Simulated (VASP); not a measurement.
An input for Ansatz (written as the equivalent of a VASP run, and not itself run):

Ansatz 0.2 input:
```yaml
crystal:
  lattice:
    - [3.2824285, 0.0000000, 0.0000000]
    - [-1.6412143, 2.8426662, 0.0000000]
    - [0.0000000, 0.0000000, 12.8266640]
  atoms:
    - { symbol: W, position: [0.6666670, 0.3333330, 0.7500000] }
    - { symbol: W, position: [0.3333330, 0.6666670, 0.2500000] }
    - { symbol: Se, position: [0.6666670, 0.3333330, 0.3815466] }
    - { symbol: Se, position: [0.3333330, 0.6666670, 0.8815466] }
    - { symbol: Se, position: [0.3333330, 0.6666670, 0.6184534] }
    - { symbol: Se, position: [0.6666670, 0.3333330, 0.1184534] }
kpoints:
  mp_grid: { grid: [7, 7, 2] }
hamiltonian:
  xc: pbe
  dispersion: d3bj
  pseudopotentials: { kind: paw }
scf:
  occupations: { method: gaussian, width: 0.05 }
  max_iter: 100
relax:
  max_steps: 60
  f_tol: 0.02
  cell: {}
output: { forces: true, stress: true, eigenvalues: true }
```

### Question
Write the VASP files for the same calculation (PBE-D3(BJ)).

### Answer
Several could match; the one computed here: 
### POSCAR
```
WSe2
1
    3.2824285162    -0.0000000000     0.0000000000
   -1.6412142581     2.8426661561     0.0000000000
   -0.0000000000    -0.0000000000    12.8266639589
W Se
2 4
Direct
  0.6666670000   0.3333330000   0.7500000000
  0.3333330000   0.6666670000   0.2500000000
  0.6666670000   0.3333330000   0.3815466101
  0.3333330000   0.6666670000   0.8815466101
  0.3333330000   0.6666670000   0.6184533899
  0.6666670000   0.3333330000   0.1184533899
```

### INCAR
```
# general
SYSTEM =WSe2
PREC   =Accurate
ENCUT  =480   # plane-wave cut-off (eV)
LREAL  =.FALSE.
LASPH  =.TRUE.   # aspherical one-centre terms

# electronic loop
EDIFF  =1E-6
NELM   =100   # most electronic steps
ALGO   =Normal
LMAXMIX=6   # l cut-off of mixed one-centre charges

# smearing
ISMEAR =0   # Gaussian
SIGMA  =0.05   # width (eV)

# functional
GGA    =PE   # PBE
IVDW   =12   # D3, Becke-Johnson

# ions
IBRION =2   # conjugate gradients
NSW    =60   # most ionic steps
ISIF   =3
EDIFFG =-0.02   # ionic stop

# output
LWAVE  =.FALSE.
LCHARG =.FALSE.
```

**KPOINTS**
```
kpoints
0
gamma
  7 7 2
0 0 0
```

POTCAR, in this order: W_sv Se (PBE.64 set). Program: vasp_std.

What does not carry over: each code has its own PAW files, so the cut-off isn't converted (ENCUT is set for VASP's; basis.ecutwfc is left out, and Ansatz then takes the one that its files recommend); Ansatz stops its SCF on the density residual and VASP on the energy change (EDIFF).

The compound is WSe2 in the 2H layered structure. This run relaxes it. Symmetry was kept, so distortions that lower it aren't found. The start is the result of an earlier pass.
